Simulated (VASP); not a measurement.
An input for Ansatz (written as the equivalent of a VASP run, and not itself run):

Ansatz 0.2 input:
```yaml
crystal:
  lattice:
    - [3.5203345, 0.0000000, 0.0000000]
    - [0.0000000, 3.5203345, 0.0000000]
    - [0.0000000, 0.0000000, 3.5203345]
  atoms:
    - { symbol: Al, position: [0.0000000, 0.0000000, 0.0000000] }
    - { symbol: Ni, position: [0.0000000, 0.5000000, 0.5000000], spin: 0.5 }
    - { symbol: Ni, position: [0.5000000, 0.0000000, 0.5000000], spin: 0.5 }
    - { symbol: Ni, position: [0.5000000, 0.5000000, 0.0000000], spin: 0.5 }
kpoints:
  mp_grid: { grid: [8, 8, 8] }
hamiltonian:
  xc: r2scan
  pseudopotentials: { kind: paw }
magnetization: { spin_polarized: true }
scf:
  occupations: { method: methfessel_paxton, width: 0.1 }
  max_iter: 100
relax:
  max_steps: 60
  f_tol: 0.02
  cell: {}
output: { forces: true, stress: true, eigenvalues: true }
```

Problem. Translate this input to VASP (INCAR, KPOINTS, POSCAR, choice of POTCAR).

Solution. This is not unique; one that fits is 
### INCAR
```
SYSTEM = Ni3Al
PREC = Accurate; ENCUT = 480; LREAL = .False.
LASPH = .True.
EDIFF = 1E-6; NELM = 100; ALGO = Normal
LMAXMIX = 4; LMIXTAU = .True.
ISMEAR = 1; SIGMA = 0.1
METAGGA = R2SCAN
MAGMOM = 0.0 3*0.5
ISPIN = 2
IBRION = 2; NSW = 60; ISIF = 3
EDIFFG = -0.02
LWAVE = .False.; LCHARG = .False.; LORBIT = 10
```

POSCAR:
```
Ni3Al
1
    3.5203344756     0.0000000000    -0.0000000000
   -0.0000000000     3.5203344756    -0.0000000000
    0.0000000000     0.0000000000     3.5203344756
Al Ni
1 3
Direct
  0.0000000000   0.0000000000   0.0000000000
  0.0000000000   0.5000000000   0.5000000000
  0.5000000000   0.0000000000   0.5000000000
  0.5000000000   0.5000000000   0.0000000000
```

### KPOINTS
```
Automatic mesh
0
Gamma
8 8 8
0 0 0
```

POTCAR, in this order: Al Ni (PBE.64 set). Program: vasp_std.

The two are equivalent in intent, not identical: each code has its own PAW files, so the cut-off isn't converted (ENCUT is set for VASP's; basis.ecutwfc is left out, and Ansatz then takes the one that its files recommend); Ansatz stops its SCF on the density residual and VASP on the energy change (EDIFF).

The compound is Ni3Al in the L1_2 structure. This run relaxes it. Symmetry was kept, so distortions that lower it aren't found. The start is the result of an earlier pass.
